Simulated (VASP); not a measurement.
Input for VASP

**INCAR**
```
SYSTEM = InP
PREC = Accurate; ENCUT = 520; LREAL = .FALSE.
LASPH = .TRUE.
EDIFF = 1E-7; NELM = 100; ALGO = Normal
LMAXMIX = 4
ISMEAR = 0; SIGMA = 0.05
GGA = PE; IVDW = 13
ISIF = 2
LWAVE = .FALSE.; LCHARG = .FALSE.
```

File KPOINTS:
```
Automatic mesh
0
Gamma
8 8 8
0 0 0
```

POSCAR:
```
InP
1
    0.0000000000     2.9739302392     2.9739302392
    2.9739302392     0.0000000000     2.9739302392
    2.9739302392     2.9739302392     0.0000000000
In P
1 1
Direct
  0.0000000000   0.0000000000   0.0000000000
  0.2500000000   0.2500000000   0.2500000000
```

POTCAR, in this order: In_d P (PBE.64 set). Program: vasp_std.

Q: Translate this PBE-D4 calculation to Ansatz.

A: One equivalent input (not run):
Ansatz 0.2 input:
```yaml
crystal:
  lattice:
    - [0.0000000, 2.9739302, 2.9739302]
    - [2.9739302, 0.0000000, 2.9739302]
    - [2.9739302, 2.9739302, 0.0000000]
  atoms:
    - { symbol: In, position: [0.0000000, 0.0000000, 0.0000000] }
    - { symbol: P, position: [0.2500000, 0.2500000, 0.2500000] }
kpoints:
  mp_grid: { grid: [8, 8, 8] }
hamiltonian:
  xc: pbe
  dispersion: d4
  pseudopotentials: { kind: paw }
scf:
  occupations: { method: gaussian, width: 0.05 }
  max_iter: 100
output: { forces: true, stress: true, eigenvalues: true }
```
Limits of the translation: each code has its own PAW files, so the cut-off isn't converted (ENCUT is set for VASP's; basis.ecutwfc is left out, and Ansatz then takes the one that its files recommend); Ansatz stops its SCF on the density residual and VASP on the energy change (EDIFF).

The compound is InP in the zinc blende structure. This cell is one point of a volume scan, at 1.03 of the reference volume.
